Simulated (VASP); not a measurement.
The input files of a VASP run:

File KPOINTS:
```
Automatic mesh
0
gamma
 10 10 6
```

INCAR:
```
SYSTEM = BeTe
PREC = Accurate
ENCUT = 500
EDIFF = 1E-6
NELM = 100
ALGO = Normal
LREAL = .FALSE.
LASPH = .TRUE.
ISMEAR = 1
SIGMA = 0.1
GGA = PS
LMAXMIX = 4
LWAVE = .FALSE.
LCHARG = .FALSE.
IBRION = 2
ISIF = 3
NSW = 40
EDIFFG = -0.02
PSTRESS = 200
```

POSCAR:
```
BeTe
1
    3.5576890201    -0.0000000000     0.0000000000
   -1.7788445101     3.0810487122    -0.0000000000
    0.0000000000    -0.0000000000     5.6683826731
Be Te
2 2
Direct
  1.0000000000   0.0000000000   0.0000000000
  0.0000000000   0.0000000000   0.5000000000
  0.3333330000   0.6666670000   0.2500000000
  0.6666670000   0.3333330000   0.7500000000
```

POTCAR, in this order: Be Te (PBE.64 set). Program: vasp_std.

Problem. Translate this PBEsol calculation to Quantum ESPRESSO's pw.x.

Solution. One equivalent input (not run):
```
&CONTROL
  calculation = 'vc-relax'
  pseudo_dir = './pseudo'
  outdir = './out'
  tprnfor = .true.
  tstress = .true.
  nstep = 40
  forc_conv_thr = 0.00078
/
&SYSTEM
  ibrav = 0
  nat = 4
  ntyp = 2
  ecutwfc = 88
  occupations = 'smearing'
  smearing = 'methfessel-paxton'
  degauss = 0.00735
  input_dft = 'pbesol'
/
&ELECTRONS
  conv_thr = 7.3e-08
  electron_maxstep = 100
/
&IONS
/
&CELL
  press = 200
/
ATOMIC_SPECIES
  Be 9.012 Be.upf
  Te 127.600 Te.upf
CELL_PARAMETERS angstrom
     3.5576890   -0.0000000    0.0000000
    -1.7788445    3.0810487   -0.0000000
     0.0000000   -0.0000000    5.6683827
ATOMIC_POSITIONS crystal
  Be   1.0000000  0.0000000  0.0000000
  Be   0.0000000  0.0000000  0.5000000
  Te   0.3333330  0.6666670  0.2500000
  Te   0.6666670  0.3333330  0.7500000
K_POINTS automatic
  10 10 6 0 0 0
```
What does not carry over: the potentials are each code's own (VASP's PAW set, PseudoDojo norm-conserving files in pw.x), so ENCUT and ecutwfc are chosen apart and not converted; conv_thr bounds pw.x's estimated SCF error, while EDIFF bounds the energy change between steps; forc_conv_thr acts on force components and is met together with etot_conv_thr.

The structure was generated: BeTe was put into the NiAs type type (P6_3/mmc), which need not be its known phase. It was relaxed first under an external pressure of 20 GPa.
